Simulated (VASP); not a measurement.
An input for Ansatz (written as the equivalent of a VASP run, and not itself run):

Ansatz 0.2 input:
```yaml
crystal:
  lattice:
    - [1.4663280, -3.8748250, 0.0000000]
    - [1.4663280, 3.8748250, 0.0000000]
    - [0.0000000, 0.0000000, 2.8897240]
  atoms:
    - { symbol: C, position: [0.5640000, 0.4360000, 0.2500000] }
    - { symbol: C, position: [0.4360000, 0.5640000, 0.7500000] }
    - { symbol: Mn, position: [0.8547500, 0.1452500, 0.2500000], spin: 4 }
    - { symbol: Mn, position: [0.1452500, 0.8547500, 0.7500000], spin: 4 }
kpoints:
  mp_grid: { grid: [7, 7, 7] }
hamiltonian:
  xc: pbe
  pseudopotentials: { kind: paw }
  hubbard:
    sites:
      - { species: Mn, l: d, u_eff: 2 }
magnetization: { spin_polarized: true }
scf:
  occupations: { method: gaussian, width: 0.05 }
  max_iter: 100
output: { forces: true, stress: true, eigenvalues: true }
```

Q: Write the VASP files for the same calculation (PBE+U).

A: One answer among several that fit: 
### POSCAR
```
MnC
1.0
  1.4663280000  -3.8748250000   0.0000000000
  1.4663280000   3.8748250000   0.0000000000
  0.0000000000   0.0000000000   2.8897240000
C Mn
2 2
Cartesian
  1.4663280000  -0.4959776000   0.7224310000
  1.4663280000   0.4959776000   2.1672930000
  1.4663280000  -2.7491883375   0.7224310000
  1.4663280000   2.7491883375   2.1672930000
```

INCAR:
```
SYSTEM = MnC
PREC = Accurate; ENCUT = 520; LREAL = .False.
LASPH = .True.
EDIFF = 1E-6; NELM = 100; ALGO = Normal
LMAXMIX = 4
ISMEAR = 0; SIGMA = 0.05
GGA = PE
MAGMOM = 2*0.0 2*4.0
ISPIN = 2
LDAUL = -1 2
LDAUU = 0 2.0
LDAUJ = 0 0
LDAU = .True.; LDAUTYPE = 2; LDAUPRINT = 1
ISIF = 2
LWAVE = .False.; LCHARG = .False.; LORBIT = 10
```

### KPOINTS
```
Regular mesh
0
G
7 7 7
0 0 0
```

POTCAR, in this order: C Mn_pv (PBE.64 set). Program: vasp_std.

What does not carry over: each code has its own PAW files, so the cut-off isn't converted (ENCUT is set for VASP's; basis.ecutwfc is left out, and Ansatz then takes the one that its files recommend); Ansatz stops its SCF on the density residual and VASP on the energy change (EDIFF); the +U projectors differ, so the same U acts differently.

The structure was generated: MnC was put into the CrB type (Cmcm), which need not be its known phase. The cell was not relaxed at this level. The k-mesh is coarse (spacing up to 0.33 per Å, 2π included), so the numbers may not be converged in it. The run is one of a series of settings (LDAU = .TRUE., LDAUJ = 0 0, LDAUL = -1 2, LDAUTYPE = 2, LDAUU = 0 2.0 against the base run), some of them coarse on purpose.
